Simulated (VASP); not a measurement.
# MgTi3O4 (P6/mmm) in VASP: further runs, part 2 of 2

VASP 6.6.1.

### Step 3. Relaxation of cell and atoms, PBE

This run uses another cell than the first one, of 14.43 Å³/atom, 1.011 times its volume.

Contents of INCAR:

```
PREC = Normal
ENCUT = 520
EDIFF = 1E-4
ISMEAR = 0
SIGMA = 0.15
LREAL = F
LASPH = T
NELM = 60
ALGO = Fast
ISIF = 3
LWAVE = F
LCHARG = F
GGA = PE
IBRION = 2
NSW = 24
EDIFFG = -0.08
```

Contents of KPOINTS:

```
regular mesh
0
Gamma
  3 3 3
```

Contents of POSCAR:

```
MgTi3O4
1.0
    5.4597737900      0.0000000000      0.0000000000
   -2.7298869000      4.7283028000      0.0000000000
    0.0000000000      0.0000000000      4.4705341800
Mg Ti O
1 3 4
Direct
    0.0000000000      0.0000000000      0.0000000000
    0.5000000000      0.0000000000      0.5000000000
    0.0000000000      0.5000000000      0.5000000000
    0.5000000000      0.5000000000      0.5000000000
    0.3333333300      0.6666666700      0.5000000000
    0.6666666700      0.3333333300      0.5000000000
    0.0000000000      0.0000000000      0.3441055200
    0.0000000000      0.0000000000      0.6558944800
```

Potentials or basis: VASP PAW PBE potentials, release 64 (Mg, Ti_sv, O).

Run with:

```sh
> cat potpaw_PBE.64/Mg/POTCAR potpaw_PBE.64/Ti_sv/POTCAR potpaw_PBE.64/O/POTCAR > POTCAR
> mpirun -np 1 vasp_std > vasp.out
```

OUTCAR:

```text
PREC = Normal
   ENCUT = 520
   EDIFF = 1E-4
   ISMEAR = 0
   LREAL = F
   LASPH = T
   NELM = 60
   ISIF = 3
   GGA = PE
   IBRION = 2
   NSW = 24
   EDIFFG = -0.08

 ion  position               nearest neighbor table
   1  0.000  0.000  0.000-   7 1.54   8 1.54
   2  0.500  0.000  0.500-   5 1.58   6 1.58   3 2.73   3 2.73   4 2.73   4 2.73
   3  0.000  0.500  0.500-   5 1.58   6 1.58   2 2.73   2 2.73   4 2.73   4 2.73
   4  0.500  0.500  0.500-   5 1.58   6 1.58   3 2.73   3 2.73   2 2.73   2 2.73
   5  0.333  0.667  0.500-   3 1.58   2 1.58   4 1.58
   6  0.667  0.333  0.500-   3 1.58   2 1.58   4 1.58
   7  0.000  0.000  0.344-   8 1.39   1 1.54
   8  0.000  0.000  0.656-   7 1.39   1 1.54

  LATTYP: Found a hexagonal cell.
 ALAT       =     5.4597737900
 C/A-ratio  =     0.8188130776

  Lattice vectors:

[... 513 lines left out ...]
  Total       51.2548049     51.2548049     12.2734813     -0.0000001      0.0000000      0.0000000
  in kB      676.7935696    676.7935692    162.0650638     -0.0000007      0.0000000      0.0000000
  external PRESSURE =     505.2174009 kB  Pullay stress =       0.0000000 kB
[... 273 lines left out ...]
     36       6.9738      0.00000
     37       7.8929      0.00000

[... ionic steps 4 to 17 ...]

--------------------------------------- Ionic step       18  -------------------------------------------

 number of electron      61.9999975 magnetization

------------------------ aborting loop because EDIFF is reached ----------------------------------------
[... 79 lines left out ...]
--------------------------------------- Ionic step       20  -------------------------------------------

 number of electron      61.9999969 magnetization

 Free energy of the ion-electron system (eV)
  ---------------------------------------------------
  ext. energy  EPLUGINS =         0.00000000
  ---------------------------------------------------
  free energy    TOTEN  =       -48.95079687 eV

  energy without entropy =      -48.76934298  energy(sigma->0) =      -48.86006992

 E-fermi :   2.6121     XC(G=0):  -8.2248

 val. band max:        2.6086071726   @ k =   0.0000   0.0000   0.3333
 cond. band min:       2.6382882042   @ k =   0.3333  -0.0000   0.3333
 fundamental gap:      0.0296810316
 Fermi energy:         2.6120989064
[... 273 lines left out ...]
  FREE ENERGIE OF THE ION-ELECTRON SYSTEM (eV)
  ---------------------------------------------------
  free  energy   TOTEN  =       -48.9507968685 eV

  energy  without entropy=      -48.7693429762  energy(sigma->0) =      -48.86006992

 reached required accuracy - stopping structural energy minimisation
```

OSZICAR:

```text
N       E                     dE             d eps       ncg     rms          rms(c)
DAV:   1     0.980188079267E+03    0.98019E+03   -0.32000E+04   444   0.190E+03
DAV:   2     0.931503466042E+02   -0.88704E+03   -0.86669E+03   539   0.579E+02
DAV:   3    -0.338362515698E+02   -0.12699E+03   -0.12499E+03   620   0.219E+02
DAV:   4    -0.489565180543E+02   -0.15120E+02   -0.14565E+02   768   0.630E+01
[... 597 lines left out ...]
       N       E                     dE             d eps       ncg     rms          rms(c)
DAV:   1    -0.489527482420E+02   -0.22626E-02   -0.48400E-02   500   0.170E+00    0.294E-01
RMM:   2    -0.489506954379E+02    0.20528E-02   -0.84158E-03   517   0.572E-01    0.107E-01
RMM:   3    -0.489507569033E+02   -0.61465E-04   -0.28228E-03   503   0.212E-01    0.430E-02
RMM:   4    -0.489507968685E+02   -0.39965E-04   -0.80930E-04   390   0.943E-02
  20 F= -.48950797E+02 E0= -.48860070E+02  d E =-.402283E-02
```

It took 11 min on 1 thread of Intel Xeon Platinum 8488C (Sapphire Rapids), shared host; peak memory 0.19 GiB.

What came out:

```yaml
Free_energy: -48.9508 eV
Relaxed_volume: 21.98 Å³/atom
Relaxed_cell: a = 6.426 Å, b = 6.426 Å, c = 4.918 Å, α = 90.00°, β = 90.00°, γ = 120.00°
Space_group_after_relaxing_to_0.05_Å: P6/mmm (No. 191)
Energy_gained_by_relaxing: 1616.7 meV/atom
Ionic_steps: 20
Pressure_after_relaxing: -0.1 GPa
Largest_force_after_relaxing: 0.040 eV/Å
Band_gap_on_the_k_mesh: none (metal or under the smearing width)
```

Forces in eV/Å, atoms in the order of the input:
```
Mg   0.000  0.000  0.000
Ti   0.000  0.000  0.000
Ti   0.000  0.000  0.000
Ti   0.000  0.000  0.000
O    0.000  0.000  0.000
O    0.000  0.000  0.000
O    0.000  0.000 -0.040
O    0.000  0.000  0.040
```

The path:
| step | energy change (eV) | largest force (eV/Å) | pressure (GPa) | volume (Å³) |
| --- | --- | --- | --- | --- |
| 1 | 0.0000 | 10.4769 | 83.66 | 115.41 |
| 2 | 419.7927 | 1794.9153 | 115.50 | 288.41 |
| 3 | 2.0020 | 5.9769 | 50.52 | 121.34 |
| 4 | -4.9162 | 7.6165 | 58.98 | 124.33 |
| 5 | 17.6425 | 206.1655 | 29.93 | 195.58 |
| 6 | -6.9641 | 23.8778 | 42.68 | 136.48 |
| 7 | -7.4255 | 31.7262 | 35.56 | 142.54 |
| 8 | 4.2561 | 5.6213 | -14.52 | 232.27 |
| 9 | -11.3871 | 3.0678 | -11.34 | 202.87 |
| 10 | -12.6121 | 1.1341 | -6.10 | 187.00 |
| 11 | -12.8816 | 1.8030 | 0.24 | 174.60 |
| 12 | -12.8893 | 1.3401 | -0.60 | 176.17 |
| 13 | -12.9198 | 0.4484 | 0.93 | 173.13 |
| 14 | -12.9201 | 0.4476 | 0.89 | 173.13 |
| 15 | -12.9280 | 0.0374 | 0.51 | 174.16 |
| 16 | -12.9294 | 0.2947 | 0.04 | 175.04 |
| 17 | -12.9296 | 0.2510 | 0.09 | 174.92 |
| 18 | -12.9323 | 0.1147 | 0.00 | 175.35 |
| 19 | -12.9334 | 0.0957 | -0.35 | 176.03 |
| 20 | -12.9336 | 0.0399 | -0.08 | 175.86 |

Final structure:
```
Mg Ti O
1.0
     6.42572    0.00000    0.00000
    -3.21286    5.56484    0.00000
     0.00000    0.00000    4.91810
Mg Ti O
1 3 4
Direct
  0.00000 0.00000 0.00000
  0.50000 0.00000 0.50000
  0.00000 0.50000 0.50000
  0.50000 0.50000 0.50000
  0.33333 0.66667 0.50000
  0.66667 0.33333 0.50000
  0.00000 0.00000 0.36187
  0.00000 0.00000 0.63813
```

Caveat: the k mesh is coarse (spacing up to 0.47 Å⁻¹), so the values aren't converged; the volume moved by over 15 % at a fixed basis, so the end points are rough; semilocal functionals often make such compounds metallic where correlation or magnetic order opens a gap, which also shifts bond lengths; the relaxation stopped at a loose force limit of 0.08 eV/Å, so its end isn't a converged minimum.
